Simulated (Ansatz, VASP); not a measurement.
TlO2: VASP beside Ansatz

The input INCAR:

```
SYSTEM = TlO2
ALGO     = Normal         ! electronic algorithm
EDIFF    = 1E-6           ! SCF threshold, eV
ENCUT    = 520            ! plane-wave cutoff, eV
GGA      = PE             ! functional
ISIF     = 2              ! what is computed and relaxed
ISMEAR   = 0              ! smearing method
LASPH    = .True.         ! aspherical terms in the spheres
LCHARG   = .False.        ! write CHGCAR
LREAL    = .False.        ! projectors in reciprocal space
LWAVE    = .False.        ! write WAVECAR
NBANDS   = 20             ! bands
NELM     = 100            ! most SCF steps
PREC     = Accurate       ! precision mode
SIGMA    = 0.1            ! smearing width, eV
```

The input KPOINTS:

```
k-points
0
Gamma
  6 6 6
  0 0 0
```

The input POSCAR:

```
TlO2
1.0
    4.3356296800      0.0000000000      0.0000000000
   -2.1678148400      3.7547654400      0.0000000000
    0.0000000000      0.0000000000      3.0322754900
Tl O
1 2
Direct
    0.0000000000      0.0000000000      0.0000000000
    0.3333333300      0.6666666700      0.4199999900
    0.6666666700      0.3333333300      0.5800000100
```

Input for Ansatz:

```yaml
crystal:
  lattice:
    - [4.33562968, 0.0, 0.0]
    - [-2.16781484, 3.75476544, 0.0]
    - [0.0, 0.0, 3.03227549]
  atoms:
    - { symbol: Tl, position: [0.0, 0.0, 0.0] }
    - { symbol: O, position: [0.33333333, 0.66666667, 0.41999999] }
    - { symbol: O, position: [0.66666667, 0.33333333, 0.58000001] }
basis:
  ecutwfc: 420
kpoints:
  mp_grid: { grid: [6, 6, 6] }
hamiltonian:
  xc: pbe
scf:
  occupations: { method: gaussian, width: 0.1 }
  lower_state_search: "off"
output:
  forces: true
  stress: true
  eigenvalues: true
```

Change from the starting cell: species swapped into the TmCd2 type (P-3m1, No. 164).

Alike in both runs: task single point; functional PBE; k mesh 6 × 6 × 6; occupations gaussian, width 0.1 eV; no spin polarisation.

|  | VASP | Ansatz |
| --- | --- | --- |
| version | VASP 6.6.1 | Ansatz 0.2.0 |
| potentials or method | VASP PAW PBE potentials, release 64 (Tl_d, O) | scalar-relativistic, plane waves, PAW |
| plane-wave cutoff (eV) | 520 | 420 |
| valence electrons in the cell | 25 | 25 |

|  | VASP | Ansatz | Ansatz less VASP |
| --- | --- | --- | --- |
| gap on the k mesh at the Fermi level (eV) | none | none | - |
| pressure (GPa) | -12.4 | -12.3 | +0.07 |
| largest component of the traceless stress (GPa) | 15.99 | 16.05 | +0.056 |
| rms of the force components (eV/Å) | 0.138 | 0.140 | +0.0022 |

Atom by atom the forces differ by 0.002 eV/Å (rms over components). A gap of «none» marks a metal or a gap that the smearing closes. With one functional, cell and mesh, what is left measures potentials, basis and numerics.

Caveats: an odd number of electrons without spin polarisation forces a metal; a magnetic or distorted state may lie lower. Spin-orbit coupling is left out, which matters for the levels of Tl.
